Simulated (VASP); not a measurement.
Level of theory: HSE06 screened hybrid, VASP's PBE PAW potentials (set 64) (plane waves; VASP).

A VASP calculation is set up with these files.

KPOINTS:
```
Automatic mesh
0
Gamma
1 1 1
0 0 0
```

### POSCAR
```
Ga32NP31
1
   11.0671092084     0.0000000000     0.0000000000
    0.0000000000    11.0671092084     0.0000000000
    0.0000000000     0.0000000000    11.0671092084
Ga P N
32 31 1
Direct
  0.5009912558   0.0024066022   0.0023561625
  0.7499132661   0.2501417155   0.0018392822
  0.7498677486   0.0016790894   0.2497347555
  0.9998040628   0.0001828691   0.0000508164
  0.2520669865   0.2510105452   0.0018222514
  0.5000042495   0.5001887206   0.0017278543
  0.7490171446   0.7478356979   0.0017780874
  0.2520503717   0.0022407742   0.2509592214
  0.5160758755   0.2667184231   0.2660989470
  0.7336624147   0.4839895433   0.2663672030
  0.5000558503   0.0018804199   0.4998998994
  0.7335757828   0.2662949844   0.4832880377
  0.7490189398   0.0022543730   0.7479315162
  0.9975382927   0.4990216979   0.0022754425
  0.2503196942   0.7497738621   0.0001830068
  0.9983449297   0.2500233597   0.2497758540
  0.2512619153   0.5001779059   0.2499388336
  0.4999276832   0.7485292654   0.2500584816
  0.9976214063   0.0022710781   0.4989404731
  0.2513618583   0.2499628306   0.4999975186
  0.5160814184   0.4839131483   0.4838452581
  0.7499313906   0.7485635353   0.5001506426
  0.2503083959   0.0001560764   0.7496553236
  0.5001354217   0.2500585297   0.7483445079
  0.7498994719   0.4997960945   0.7482273520
  0.9977748919   0.7481708229   0.2509824417
  0.9981995081   0.4999637015   0.5000115189
  0.2521240956   0.7478658200   0.4990119039
  0.9976966083   0.2508523807   0.7478898926
  0.2520375397   0.4989400906   0.7479340135
  0.5010185008   0.7480639231   0.7478842238
  0.9997898959   0.7496472585   0.7497063044
  0.6239132065   0.1301794469   0.1300635375
  0.8699081079   0.3760705716   0.1301054924
  0.8699848955   0.1299436157   0.3756271194
  0.1253866578   0.1254959338   0.1252207741
  0.3796839369   0.3744401189   0.1297548184
  0.6258618609   0.6202661915   0.1299558954
  0.8744078357   0.8746825419   0.1252007554
  0.3798850904   0.1301614337   0.3740562451
  0.8700387566   0.6202724734   0.3742567691
  0.6259246959   0.1300691117   0.6199657738
  0.8698874635   0.3739858573   0.6199043579
  0.8744557025   0.1254989010   0.8748030201
  0.1244265708   0.6246981178   0.1254551031
  0.3754749774   0.8754506856   0.1255418322
  0.1248821340   0.3750042694   0.3749315040
  0.3798314308   0.6201169708   0.3758389641
  0.6250092609   0.8750645289   0.3749695929
  0.1245191773   0.1254604573   0.6245379108
  0.3798328529   0.3757258918   0.6201234796
  0.6240770671   0.6201504463   0.6201276284
  0.8744417965   0.8754485475   0.6245797931
  0.3755655585   0.1255147252   0.8752597374
  0.6249785828   0.3750164875   0.8750854785
  0.8744271788   0.6243680871   0.8751558178
  0.1250042679   0.8751243518   0.3750510379
  0.1254421098   0.6244004267   0.6245594604
  0.3755140286   0.8746801326   0.6243657852
  0.1246830287   0.3749707690   0.8749708966
  0.3755370123   0.6245723009   0.8744868749
  0.6249994866   0.8753041539   0.8749905467
  0.1250693695   0.8749266453   0.8749129915
  0.6248350317   0.3752766681   0.3749089784
```

INCAR:
```
SYSTEM = Ga32NP31
PREC = Normal; ENCUT = 400; LREAL = Auto
LASPH = .TRUE.; ISYM = 0; NELECT = 257.0
EDIFF = 1E-5; NELM = 50; NELMIN = 4
ALGO = Normal; LMAXMIX = 4
ISMEAR = 0; SIGMA = 0.05
GGA = PE; LHFCALC = .TRUE.; AEXX = 0.25
HFSCREEN = 0.2; PRECFOCK = Fast
ISPIN = 2; MAGMOM = 64*0.0156; NUPDOWN = 1
ISIF = 0
LWAVE = .FALSE.; LCHARG = .FALSE.; LORBIT = 10
```

POTCAR, in this order: Ga P N (PBE.64 set). Program: vasp_gam. Read from the step before: WAVECAR.

Output of the run:

**OSZICAR**
```
       N       E                     dE             d eps       ncg     rms          rms(c)
DAV:   1    -0.340609640267E+03   -0.34061E+03   -0.17257E+01   644   0.109E+01    0.105E+01
DAV:   2    -0.340733866550E+03   -0.12423E+00   -0.58808E-01   710   0.130E+00    0.702E+00
DAV:   3    -0.340700390372E+03    0.33476E-01   -0.25003E-02   726   0.322E-01    0.408E+00
DAV:   4    -0.340686427735E+03    0.13963E-01   -0.15477E-02   710   0.224E-01    0.227E+00
DAV:   5    -0.340681749496E+03    0.46782E-02   -0.28786E-03   744   0.103E-01    0.126E+00
DAV:   6    -0.340679954596E+03    0.17949E-02   -0.11709E-03   728   0.711E-02    0.685E-01
DAV:   7    -0.340679395277E+03    0.55932E-03   -0.45878E-04   696   0.432E-02    0.372E-01
DAV:   8    -0.340679176416E+03    0.21886E-03   -0.75724E-05   744   0.233E-02    0.200E-01
DAV:   9    -0.340679116403E+03    0.60013E-04   -0.97953E-05   614   0.176E-02    0.104E-01
DAV:  10    -0.340679097214E+03    0.19189E-04   -0.10325E-05   390   0.826E-03    0.552E-02
DAV:  11    -0.340679092588E+03    0.46263E-05   -0.11147E-05   455   0.669E-03
   1 F= -.34067909E+03 E0= -.34067909E+03  d E =-.784820E-15  mag=     1.0000
```

File OUTCAR:
```
------------------------ aborting loop because EDIFF is reached ----------------------------------------
  volume of cell :     1355.51
      direct lattice vectors                 reciprocal lattice vectors
    11.067109208  0.000000000  0.000000000     0.090357832  0.000000000  0.000000000
     0.000000000 11.067109208  0.000000000     0.000000000  0.090357832  0.000000000
     0.000000000  0.000000000 11.067109208     0.000000000  0.000000000  0.090357832
  FREE ENERGIE OF THE ION-ELECTRON SYSTEM (eV)
  ---------------------------------------------------
  free  energy   TOTEN  =      -340.6790925880 eV

  energy  without entropy=     -340.6790925880  energy(sigma->0) =     -340.67909259

  exchange ACFDT corr.  =         0.00000000  see jH, gK, PRB 81, 115126

 total charge

# of ion       s       p       d       tot
------------------------------------------
    1        1.086   1.250   0.164   2.500
    2        1.078   1.282   0.169   2.530
    3        1.078   1.282   0.169   2.530
    4        1.077   1.273   0.167   2.517
    5        1.086   1.250   0.164   2.499
    6        1.078   1.283   0.169   2.530
    7        1.086   1.250   0.164   2.499
    8        1.086   1.249   0.164   2.499
    9        1.063   1.153   0.182   2.398
   10        1.063   1.154   0.182   2.399
   11        1.078   1.282   0.169   2.529
   12        1.063   1.153   0.182   2.398
   13        1.086   1.250   0.164   2.500
   14        1.086   1.250   0.164   2.499
   15        1.077   1.270   0.167   2.514
   16        1.078   1.282   0.169   2.529
   17        1.078   1.282   0.169   2.530
   18        1.078   1.283   0.169   2.530
   19        1.086   1.249   0.164   2.499
   20        1.078   1.282   0.169   2.530
   21        1.063   1.153   0.182   2.397
   22        1.078   1.283   0.169   2.531
   23        1.077   1.271   0.167   2.514
   24        1.078   1.283   0.170   2.531
   25        1.078   1.283   0.169   2.531
   26        1.086   1.249   0.163   2.498
   27        1.078   1.282   0.169   2.529
   28        1.086   1.250   0.164   2.499
   29        1.086   1.250   0.164   2.500
   30        1.086   1.250   0.164   2.499
   31        1.086   1.250   0.164   2.499
   32        1.077   1.271   0.167   2.514
   33        1.012   1.524   0.000   2.536
   34        1.012   1.524   0.000   2.536
   35        1.012   1.524   0.000   2.535
   36        1.009   1.533   0.000   2.542
   37        1.012   1.523   0.000   2.535
   38        1.012   1.523   0.000   2.535
   39        1.009   1.533   0.000   2.542
   40        1.012   1.523   0.000   2.535
   41        1.012   1.523   0.000   2.535
   42        1.012   1.523   0.000   2.535
   43        1.012   1.523   0.000   2.535
   44        1.009   1.533   0.000   2.543
   45        1.009   1.533   0.000   2.542
   46        1.009   1.533   0.000   2.542
   47        1.007   1.533   0.000   2.540
   48        1.012   1.524   0.000   2.535
   49        1.007   1.533   0.000   2.540
   50        1.009   1.533   0.000   2.542
   51        1.012   1.523   0.000   2.535
   52        1.012   1.524   0.000   2.535
   53        1.009   1.533   0.000   2.542
   54        1.009   1.533   0.000   2.542
   55        1.007   1.533   0.000   2.540
   56        1.009   1.533   0.000   2.543
   57        1.029   1.507   0.000   2.536
   58        1.009   1.533   0.000   2.542
   59        1.009   1.533   0.000   2.542
   60        1.029   1.507   0.000   2.536
   61        1.009   1.533   0.000   2.542
   62        1.029   1.507   0.000   2.536
   63        1.007   1.536   0.000   2.543
   64        1.290   2.275   0.000   3.565
--------------------------------------------------
tot         67.186  89.694   5.390 162.270

 magnetization (x)

# of ion       s       p       d       tot
------------------------------------------
    1        0.017   0.003   0.001   0.021
    2       -0.000  -0.001   0.000  -0.001
    3       -0.000  -0.001   0.000  -0.001
    4        0.001   0.000  -0.000   0.001
    5        0.017   0.003   0.001   0.020
    6       -0.000  -0.001   0.000  -0.001
    7        0.017   0.003   0.001   0.020
    8        0.017   0.003   0.001   0.020
    9        0.033   0.010   0.002   0.046
   10        0.033   0.010   0.002   0.045
   11       -0.000  -0.001   0.000  -0.001
   12        0.033   0.010   0.002   0.046
   13        0.017   0.003   0.001   0.020
   14        0.017   0.003   0.001   0.021
   15        0.001   0.000  -0.000   0.001
   16       -0.000  -0.001   0.000  -0.001
   17       -0.000  -0.001   0.000  -0.001
   18       -0.000  -0.001   0.000  -0.001
   19        0.017   0.003   0.001   0.021
   20       -0.000  -0.001   0.000  -0.001
   21        0.033   0.010   0.002   0.046
...
```
(Selected blocks of OUTCAR.)

File OUTCAR:
```
 val. band max:        3.7379678503   @ k =   0.0000   0.0000   0.0000

 cond. band min:       4.1305618232   @ k =   0.0000   0.0000   0.0000


 Fermi energy:         4.0148960691

 spin component 1

 k-point     1 :       0.0000    0.0000    0.0000
  band No.  band energies     occupation
      1     -13.3225      1.00000
      2     -10.8721      1.00000
      3      -9.9235      1.00000
      4      -9.9221      1.00000
      5      -9.9217      1.00000
      6      -9.8944      1.00000
      7      -9.8940      1.00000
      8      -9.7548      1.00000
      9      -9.1483      1.00000
     10      -9.1462      1.00000
     11      -9.1454      1.00000
     12      -9.0989      1.00000
     13      -9.0987      1.00000
     14      -9.0978      1.00000
     15      -9.0857      1.00000
     16      -9.0852      1.00000
     17      -9.0848      1.00000
     18      -9.0798      1.00000
     19      -9.0792      1.00000
     20      -9.0099      1.00000
     21      -8.9426      1.00000
     22      -8.9415      1.00000
     23      -8.9405      1.00000
     24      -8.3655      1.00000
     25      -8.0569      1.00000
     26      -8.0568      1.00000
     27      -8.0505      1.00000
     28      -7.9822      1.00000
     29      -7.9817      1.00000
     30      -7.9803      1.00000
     31      -7.9636      1.00000
     32      -7.9628      1.00000
     33      -4.6791      1.00000
     34      -4.6790      1.00000
     35      -4.6785      1.00000
     36      -4.5528      1.00000
     37      -4.5525      1.00000
     38      -4.5523      1.00000
     39      -4.4692      1.00000
     40      -4.4379      1.00000
     41      -4.4374      1.00000
     42      -4.4370      1.00000
     43      -4.4220      1.00000
     44      -4.4219      1.00000
     45      -4.4213      1.00000
     46      -3.6290      1.00000
     47      -3.3765      1.00000
     48      -3.3763      1.00000
     49      -3.3757      1.00000
...
```

The cell is charged, with a uniform compensating background. The supercell is sampled at Γ alone, which is coarse: total energies, pressure and levels can be off, energies of defects by several tenths of an eV.

The cell is a supercell with a defect, built from GaP (zinc blende): N_P, charge -1. The cell's shape comes from a PBE relaxation.
